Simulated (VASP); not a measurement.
The system is Ir.

```
Ir
1.0
     0.00000    1.91560    1.91560
     1.91560    0.00000    1.91560
     1.91560    1.91560    0.00000
Ir
1
Direct
  0.00000 0.00000 0.00000
```

* Program: VASP 6.6.1
* Task: relaxation of cell and atoms
* Functional: PBE
* Potentials or basis: VASP PAW PBE potentials, release 64 (Ir)
* Cutoff: 520 eV
* k mesh: 18 × 18 × 18
* Occupations: gaussian, width 0.1 eV
* Spin: collinear spin, ferromagnetic start
* Starting moments: [1] μB

At the start: pressure 12.2 GPa; volume 14.06 Å³/atom.

Task: How do energy, volume and symmetry change on relaxing?

Result: Over 17 steps the energy falls by 16.8 meV/atom and the volume is 14.52 Å³/atom (+3.3 %); space group Fm-3m (No. 225, to 0.05 Å); moment 0.00 μB per cell.

The path:
```
step  energy change (eV)  largest force (eV/Å)  pressure (GPa)  volume (Å³)
   1              0.0000                0.0000           12.19        14.06
   2              0.1809                0.0000          -30.48        16.35
   3             -0.0168                0.0000           -0.52        14.54
   4             -0.0168                0.0000           -0.11        14.52
   5             -0.0168                0.0000            0.14        14.51
   6             -0.0168                0.0000            0.12        14.51
   7             -0.0168                0.0000            0.09        14.51
   8             -0.0168                0.0000            0.10        14.51
   9             -0.0168                0.0000            0.10        14.51
  10             -0.0168                0.0000            0.10        14.51
  11             -0.0168                0.0000            0.09        14.51
  12             -0.0168                0.0000            0.09        14.51
  13             -0.0168                0.0000            0.09        14.51
  14             -0.0168                0.0000            0.06        14.51
  15             -0.0168                0.0000            0.04        14.52
  16             -0.0168                0.0000           -0.02        14.52
  17             -0.0168                0.0000            0.00        14.52
```

Final structure:
```
Ir
1.0
     0.00000    1.93619    1.93619
     1.93619    0.00000    1.93619
     1.93619    1.93619    0.00000
Ir
1
Direct
  0.00000 0.00000 0.00000
```
